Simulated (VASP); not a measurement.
# La3P (Fm-3m) in VASP: notebook

The runs below take La3P through single point, relaxation of cell and atoms, with PBE.

Everything below comes from runs of VASP 6.6.1. Logs are shortened: lines on timing, memory, paths and dates and some standing lists are left out, and cuts for length are marked.

### Step 1. Starting point

The structure is cubic, space group Fm-3m (No. 225). Conventional cell: a = 7.631 Å, b = 7.631 Å, c = 7.631 Å, α = 90.00°, β = 90.00°, γ = 90.00°. La (site symmetry -43m) is surrounded by 4 La at 3.30 Å and 4 P at 3.30 Å. Around La (site symmetry m-3m) lie 8 La at 3.30 Å. P (site symmetry m-3m) has 8 La at 3.30 Å as nearest neighbours.

The cell was built by a generator and needn't be a form met in nature.

### Step 2. Single point, PBE

INCAR

```
SYSTEM = La3P
ALGO = Normal
EDIFF = 1E-6
ENCUT = 520
GGA = PE
ISIF = 2
ISMEAR = 1
LASPH = .True.
LCHARG = .False.
LREAL = .False.
LWAVE = .False.
NBANDS = 27
NELM = 80
PREC = Accurate
SIGMA = 0.1323
```

KPOINTS

```
k-points
0
Gamma
  4 4 4
  0 0 0
```

POSCAR

```
La3P
1.0
    0.0000000000      3.8154183063      3.8154183063
    3.8154183063      0.0000000000      3.8154183063
    3.8154183063      3.8154183063      0.0000000000
La P
3 1
Direct
    0.2500000000      0.2500000000      0.2500000000
    0.7500000000      0.7500000000      0.7500000000
    0.5000000000      0.5000000000      0.5000000000
    0.0000000000      0.0000000000      0.0000000000
```

Potentials or basis: VASP PAW PBE potentials, release 64 (La, P).

Run with:

```
> cat potpaw_PBE.64/La/POTCAR potpaw_PBE.64/P/POTCAR > POTCAR
> mpirun -np 1 vasp_std > vasp.out
```

OUTCAR:

```text
SYSTEM = La3P
   EDIFF = 1E-6
   ENCUT = 520
   GGA = PE
   ISIF = 2
   ISMEAR = 1
   LASPH = .True.
   LREAL = .False.
   NELM = 80
   PREC = Accurate

 ion  position               nearest neighbor table
   1  0.250  0.250  0.250-   4 3.30   4 3.30   4 3.30   3 3.30   4 3.30   3 3.30   3 3.30   3 3.30

   2  0.750  0.750  0.750-   3 3.30   3 3.30   3 3.30   3 3.30   4 3.30   4 3.30   4 3.30   4 3.30

   3  0.500  0.500  0.500-   1 3.30   1 3.30   1 3.30   1 3.30   2 3.30   2 3.30   2 3.30   2 3.30

   4  0.000  0.000  0.000-   2 3.30   2 3.30   2 3.30   1 3.30   2 3.30   1 3.30   1 3.30   1 3.30

  LATTYP: Found a face centered cubic cell.
 ALAT       =     7.6308366126

  Lattice vectors:

 A1 = (   0.0000000000,   3.8154183063,   3.8154183063)
 A2 = (   3.8154183063,   0.0000000000,   3.8154183063)
 A3 = (   3.8154183063,   3.8154183063,   0.0000000000)

Analysis of symmetry for initial positions (statically):
=====================================================================
 Subroutine PRICEL returns:
 Original cell was already a primitive cell.

 Routine SETGRP: Setting up the symmetry group for a
 face centered cubic supercell.

 Subroutine GETGRP returns: Found 48 space group operations
 (whereof 48 operations were pure point group operations)
 out of a pool of 48 trial point group operations.

The static configuration has the point symmetry O_h .

Analysis of symmetry for dynamics (positions and initial velocities):
=====================================================================
 Subroutine PRICEL returns:
 Original cell was already a primitive cell.

 Routine SETGRP: Setting up the symmetry group for a
 face centered cubic supercell.

 Subroutine GETGRP returns: Found 48 space group operations
 (whereof 48 operations were pure point group operations)
 out of a pool of 48 trial point group operations.

The dynamic configuration has the point symmetry O_h .

 Subroutine INISYM returns: Found 48 space group operations
 (whereof 48 operations are pure point group operations),
 and found     1 'primitive' translations

----------------------------------------------------------------------------------------

                                     Primitive cell

  volume of cell :     111.0853

  direct lattice vectors                    reciprocal lattice vectors
     0.000000000  3.815418306  3.815418306    -0.131047230  0.131047230  0.131047230
     3.815418306  0.000000000  3.815418306     0.131047230 -0.131047230  0.131047230
     3.815418306  3.815418306  0.000000000     0.131047230  0.131047230 -0.131047230

  length of vectors
     5.395816315  5.395816315  5.395816315     0.226980460  0.226980460  0.226980460

  position of ions in fractional coordinates (direct lattice)
     0.250000000  0.250000000  0.250000000
     0.750000000  0.750000000  0.750000000
     0.500000000  0.500000000  0.500000000
     0.000000000  0.000000000  0.000000000

  ion indices of the primitive-cell ions
   primitive index   ion index
                 1           1
                 2           2
                 3           3
                 4           4

----------------------------------------------------------------------------------------

 KPOINTS: k-points

Automatic generation of k-mesh.
 Grid dimensions read from file:
 generate k-points for:    4    4    4

 Generating k-lattice:

  Cartesian coordinates                     Fractional coordinates (reciprocal lattice)
    -0.032761807  0.032761807  0.032761807     0.250000000  0.000000000  0.000000000
     0.032761807 -0.032761807  0.032761807     0.000000000  0.250000000  0.000000000
     0.032761807  0.032761807 -0.032761807     0.000000000  0.000000000  0.250000000

  Length of vectors
     0.056745115  0.056745115  0.056745115

  Shift w.r.t. Gamma in fractional coordinates (k-lattice)
     0.000000000  0.000000000  0.000000000

 Subroutine IBZKPT returns following result:
 ===========================================

 Found      8 irreducible k-points:

 Following reciprocal coordinates:
            Coordinates               Weight
  0.000000  0.000000  0.000000      1.000000
  0.250000  0.000000  0.000000      8.000000
  0.500000  0.000000  0.000000      4.000000
  0.250000  0.250000  0.000000      6.000000
  0.500000  0.250000  0.000000     24.000000
 -0.250000  0.250000  0.000000     12.000000
  0.500000  0.500000  0.000000      3.000000
 -0.250000  0.500000  0.250000      6.000000
   k-points           NKPTS =      8   k-points in BZ     NKDIM =      8   number of bands    NBANDS=     27
   number of dos      NEDOS =    301   number of ions     NIONS =      4
   total plane-waves  NPLWV =  64000
   dimension x,y,z NGX =    40 NGY =   40 NGZ =   40
   dimension x,y,z NGXF=    80 NGYF=   80 NGZF=   80
   ions per type =               3   1
   NGX,Y,Z   is equivalent  to a cutoff of  12.32, 12.32, 12.32 a.u.
   NGXF,Y,Z  is equivalent  to a cutoff of  24.65, 24.65, 24.65 a.u.
 SYSTEM =  La3P
   PREC   = accura    normal or accurate (medium, high low for compatibility)
   ISTART =      0    job   : 0-new  1-cont  2-samecut
   ICHARG =      2    charge: 1-file 2-atom 10-const
   ISPIN  =      1    spin polarized calculation?
   LNONCOLLINEAR =      F non collinear calculations
   LSORBIT =      F    spin-orbit coupling
   LASPH  =      T    aspherical Exc in radial PAW
   ENCUT  =  520.0 eV  38.22 Ry    6.18 a.u.  10.03 10.03 10.03*2*pi/ulx,y,z
   NELM   =     80;   NELMIN=  2; NELMDL= -5     # of ELM steps
   EDIFF  = 0.1E-05   stopping-criterion for ELM
   LREAL  =      F    real-space projection
   EDIFFG = 0.1E-04   stopping-criterion for IOM
   NSW    =      0    number of steps for IOM
   IBRION =     -1    ionic relax: 0-MD 1-quasi-New 2-CG
   NFREE  =      0    steps in history (QN), initial steepest desc. (CG)
   ISIF   =      2    stress and relaxation
   ISYM   =      2    0-nonsym 1-usesym 2-fastsym
   POTIM  = 0.5000    time-step for ionic-motion
   TEBEG  =    0.0;   TEEND  =   0.0 temperature during run
   PSTRESS=    0.0 pullay stress
   NELECT =      38.0000    total number of electrons
   NUPDOWN=      -1.0000    fix difference up-down
   EMIN   =  10.00;   EMAX   =-10.00  energy-range for DOS
   EFERMI =   0.00;   METHOD = LEGACY
   ISMEAR =     1;   SIGMA  =   0.13  broadening in eV -4-tet -1-fermi 0-gaus
   EFERMI_NEDOS =   21; number of points for ismear=-14 and -15
   IALGO  =     38    algorithm
   IMIX   =      4    mixing-type and parameters
     AMIX     =   0.40;   BMIX     =  1.00
     AMIX_MAG =   1.60;   BMIX_MAG =  1.00
  volume/ion in A,a.u.               =      27.77       187.41
  Fermi-wavevector in a.u.,A,eV,Ry     =   1.144943  2.163629 17.835803  1.310895
  Thomas-Fermi vector in A             =   2.281633
   LORBIT       =      0    0 simple, 1 ext, 2 COOP (PROOUT), +10 PAW based schemes
   GGA     = PE    functional components
   LHFCALC =     F    Hartree Fock is set to
   AEXX    =    0.0000 exact exchange contribution
   IVDW    =     0    specifies the selected vdW correction
   LEPSILON=     F    determine dielectric tensor
   LRPA    =     F    only Hartree local field effects (RPA)
 non-spin polarized calculation
 Methfessel and Paxton  Order N= 1 SIGMA  =   0.13
  energy-cutoff  :      520.00
  volume of cell :      111.09
 maximum number of plane-waves:      3028
   NGX = 21   NGY = 21   NGZ = 21

 number of electron      38.0000002 magnetization

 Free energy of the ion-electron system (eV)
  ---------------------------------------------------
  ext. energy  EPLUGINS =         0.00000000
  ---------------------------------------------------
  free energy    TOTEN  =       -20.79345673 eV

  energy without entropy =      -20.79647630  energy(sigma->0) =      -20.79446325

 E-fermi :   9.4091     XC(G=0): -10.3182

 val. band max:        9.4060393038   @ k =   0.5000   0.0000   0.0000
 cond. band min:       9.4138056459   @ k =  -0.2500   0.5000   0.2500
 fundamental gap:      0.0077663421
 Fermi energy:         9.4090995674

 k-point     1 :       0.0000    0.0000    0.0000
  band No.  band energies     occupation
      1     -23.6259      2.00000
      2     -23.0485      2.00000
      3     -22.9040      2.00000
      4      -7.7166      2.00000
      5      -7.7166      2.00000
      6      -7.7166      2.00000
[... 19 lines left out ...]
     26      11.0828     -0.00000
     27      11.3896     -0.00000

 k-point     2 :       0.2500    0.0000    0.0000
  band No.  band energies     occupation
      1     -23.5475      2.00000
      2     -23.0751      2.00000
      3     -22.9656      2.00000
      4      -7.8854      2.00000
      5      -7.8703      2.00000
      6      -7.8703      2.00000
[... 19 lines left out ...]
     26      11.0797     -0.00000
     27      11.3624     -0.00000

 k-point     3 :       0.5000    0.0000    0.0000
  band No.  band energies     occupation
      1     -23.4353      2.00000
      2     -23.1381      2.00000
      3     -23.0246      2.00000
      4      -7.9717      2.00000
      5      -7.9717      2.00000
      6      -7.8764      2.00000
[... 19 lines left out ...]
     26      10.8483     -0.00000
     27      10.9333     -0.00000

 k-point     4 :       0.2500    0.2500    0.0000
  band No.  band energies     occupation
      1     -23.5191      2.00000
      2     -23.0769      2.00000
      3     -22.9950      2.00000
      4      -8.0650      2.00000
      5      -8.0650      2.00000
      6      -7.6493      2.00000
[... 19 lines left out ...]
     26      10.8691     -0.00000
     27      11.0907     -0.00000

 k-point     5 :       0.5000    0.2500    0.0000
  band No.  band energies     occupation
      1     -23.3956      2.00000
      2     -23.1259      2.00000
      3     -23.0791      2.00000
      4      -8.1452      2.00000
      5      -8.1418      2.00000
      6      -7.7038      2.00000
[... 19 lines left out ...]
     26      11.0030     -0.00000
     27      11.1523     -0.00000

 k-point     6 :      -0.2500    0.2500    0.0000
  band No.  band energies     occupation
      1     -23.4432      2.00000
      2     -23.1067      2.00000
      3     -23.0478      2.00000
      4      -8.0425      2.00000
      5      -7.9893      2.00000
      6      -7.9055      2.00000
[... 19 lines left out ...]
     26      11.1770     -0.00000
     27      11.2284     -0.00000

 k-point     7 :       0.5000    0.5000    0.0000
  band No.  band energies     occupation
      1     -23.3313      2.00000
      2     -23.1671      2.00000
      3     -23.1050      2.00000
      4      -8.2758      2.00000
      5      -8.2758      2.00000
      6      -7.4787      2.00000
[... 19 lines left out ...]
     26      11.1633     -0.00000
     27      11.2762     -0.00000

 k-point     8 :      -0.2500    0.5000    0.2500
  band No.  band energies     occupation
      1     -23.3313      2.00000
      2     -23.1362      2.00000
      3     -23.1362      2.00000
      4      -8.3267      2.00000
      5      -7.8669      2.00000
      6      -7.8669      2.00000
[... 19 lines left out ...]
     26      10.9607     -0.00000
     27      11.0072     -0.00000

------------------------ aborting loop because EDIFF is reached ----------------------------------------

  FORCE on cell =-STRESS in cart. coord.  units (eV):
  Direction    XX          YY          ZZ          XY          YZ          ZX
  --------------------------------------------------------------------------------------
  -------------------------------------------------------------------------------------
  Total       -0.0143337     -0.0143337     -0.0143337     -0.0000000      0.0000000     -0.0000000
  in kB       -0.2067348     -0.2067348     -0.2067348     -0.0000000      0.0000000     -0.0000000
  external PRESSURE =      -0.2067348 kB  Pullay stress =       0.0000000 kB

 VOLUME and BASIS-vectors are now :
 -----------------------------------------------------------------------------
  energy-cutoff  :      520.00
  volume of cell :      111.09
      direct lattice vectors                 reciprocal lattice vectors
     0.000000000  3.815418306  3.815418306    -0.131047230  0.131047230  0.131047230
     3.815418306  0.000000000  3.815418306     0.131047230 -0.131047230  0.131047230
     3.815418306  3.815418306  0.000000000     0.131047230  0.131047230 -0.131047230

 POSITION                                       TOTAL-FORCE (eV/Angst)
 -----------------------------------------------------------------------------------
      1.90771      1.90771      1.90771         0.000000      0.000000      0.000000
      5.72313      5.72313      5.72313        -0.000000     -0.000000      0.000000
      3.81542      3.81542      3.81542         0.000000      0.000000     -0.000000
      0.00000      0.00000      0.00000         0.000000      0.000000     -0.000000
 -----------------------------------------------------------------------------------
    total drift:                               -0.000000      0.000000      0.000000

  FREE ENERGIE OF THE ION-ELECTRON SYSTEM (eV)
  ---------------------------------------------------
  free  energy   TOTEN  =       -20.7934567279 eV

  energy  without entropy=      -20.7964763002  energy(sigma->0) =      -20.79446325
```

It took 45 s on 1 thread of Intel Xeon Platinum 8559C (Emerald Rapids), shared host; peak memory 0.24 GiB.

Results:

```
Free energy            : -20.7935 eV
Pressure               : 0.0 GPa
Band gap on the k mesh : none (metal or under the smearing width)
```

The run has no spin-orbit coupling, so splittings on La are missing.

[end of part 1 of 2]
